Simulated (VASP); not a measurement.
An input for Ansatz (written as the equivalent of a VASP run, and not itself run):

Ansatz 0.2 input:
```yaml
crystal:
  lattice:
    - [3.3201130, 0.0000000, 0.0000000]
    - [-1.6600565, 2.8753032, 0.0000000]
    - [0.0000000, 0.0000000, 2.5315578]
  atoms:
    - { symbol: Co, position: [0.0000000, 0.0000000, 0.0000000] }
    - { symbol: Si, position: [0.6666670, 0.3333330, 0.5000000] }
kpoints:
  mp_grid: { grid: [14, 14, 16] }
hamiltonian:
  xc: pbesol
  pseudopotentials: { kind: paw }
scf:
  occupations: { method: tetrahedron }
  max_iter: 100
output: { forces: true, stress: true, eigenvalues: true }
```

Q: Write the VASP files for the same calculation (PBEsol).

A: Several could match; the one computed here: 
POSCAR:
```
CoSi
1
    3.3201130203     0.0000000000     0.0000000000
   -1.6600565101     2.8753032491     0.0000000000
    0.0000000000    -0.0000000000     2.5315577604
Co Si
1 1
Direct
  0.0000000000   0.0000000000   0.0000000000
  0.6666670000   0.3333330000   0.5000000000
```

INCAR:
```
NEDOS  =  601
ISMEAR  =  -5
GGA  =  PS   # PBEsol
LASPH  =  T   # aspherical one-centre terms
LORBIT  =  11   # lm-projected
SYSTEM  =  CoSi
ENCUT  =  400   # plane-wave cut-off (eV)
EDIFF  =  1E-7   # SCF stop (eV)
LWAVE  =  F
PREC  =  Accurate
LCHARG  =  T
LMAXMIX  =  4
ISIF  =  2
LREAL  =  F   # projection in real space or not
NELM  =  100
ALGO  =  Normal   # blocked Davidson
```

**KPOINTS**
```
Automatic mesh
0
Gamma
  14 14 16
0 0 0
```

POTCAR, in this order: Co Si (PBE.64 set). Program: vasp_std.

What does not carry over: each code has its own PAW files, so the cut-off isn't converted (ENCUT is set for VASP's; basis.ecutwfc is left out, and Ansatz then takes the one that its files recommend); Ansatz stops its SCF on the density residual and VASP on the energy change (EDIFF).

The structure was generated: CoSi was put into the WC type (P-6m2), which need not be its known phase. It was relaxed first.
